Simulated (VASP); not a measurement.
Input of a VASP 6.6.1 run:

The input INCAR:

```
SYSTEM = Co
PREC = Accurate
ENCUT = 350
EDIFF = 1E-7
ISMEAR = 0
SIGMA = 0.1
LREAL = .FALSE.
LASPH = .TRUE.
NELM = 100
ALGO = Normal
ISIF = 3
LWAVE = .FALSE.
LCHARG = .FALSE.
ISPIN = 2
MAGMOM = 1.5 1.5
LORBIT = 11
LMAXMIX = 4
GGA = CA
IBRION = 2
NSW = 80
EDIFFG = -0.002
```

File KPOINTS:

```
Automatic mesh
0
G
  12 12 6
  0 0 0
```

The input POSCAR:

```
Co                                      
1.0
    2.4243314086     -0.0000000000     -0.0000000000
   -1.2121657043      2.0995325893     -0.0000000000
    0.0000000000      0.0000000000      3.9031827395
  Co            
     2
Direct
     0.3333333300000021    0.6666666699999979    0.2500000000000000
     0.6666666699999979    0.3333333300000021    0.7500000000000000
```

Potentials or basis: VASP PAW LDA potentials, release 64 (Co).

Launch:

```bash
$ cat potpaw_LDA.64/Co/POTCAR > POTCAR
$ mpirun -np 1 vasp_std > vasp.out
```

(1) Estimate the relaxed cell.

(2) Estimate the net moment.

## Answers

(1) a = 2.425 Å, b = 2.425 Å, c = 3.904 Å, α = 90.00°, β = 90.00°, γ = 120.00°.

(2) 2.94 μB per cell.
